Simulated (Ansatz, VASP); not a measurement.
## One calculation of LaFe5H2, two programs

```
La Fe H
1.0
     2.52969   -4.41010    0.00000
     2.52969    4.41010    0.00000
     0.00000    0.00000    4.06574
La Fe H
1 5 2
Cartesian
  0.0000 0.0000 0.0000
  2.5297 0.0000 2.0329
  2.5297 1.4399 0.0000
  2.5297 -1.4399 0.0000
  1.2648 2.2051 2.0329
  1.2648 -2.2051 2.0329
  2.5297 -3.2328 2.0329
  2.5297 3.2328 2.0329
```

Change from the starting cell: volume scaled by 0.94.

Alike in both runs: task single point; functional PBE; k mesh 6 × 6 × 7; occupations fermi-dirac, width 0.05 eV; collinear spin, ferromagnetic start.

```csv
,VASP,Ansatz
version,VASP 6.6.1,Ansatz 0.2.0
potentials or method,"VASP PAW PBE potentials, release 64 (La, Fe, H)",Ansatz PAW
plane-wave cutoff (eV),520,420
valence electrons in the cell,53,93
```

```csv
,VASP,Ansatz,Ansatz less VASP
gap on the k mesh at the Fermi level (eV),none,none,-
pressure (GPa),8.3,8.3,+0.10
largest component of the traceless stress (GPa),0.28,0.51,+0.231
rms of the force components (eV/Å),0.059,0.049,-0.0095
net moment per atom (μB),1.35,1.34,-0.004
size of the moment on the site where the two differ most (μB),1.87,1.60,-0.271
```

Site moments also hang on the region over which each program counts them. Atom by atom the forces differ by 0.010 eV/Å (rms over components). A gap of «none» marks a metal or a gap that the smearing closes. The functional is the same, so the differences come from potentials, cutoffs and numerics. The two sets of potentials don't hold the same shells in valence.

The runs have no spin-orbit coupling, so splittings on La are missing.
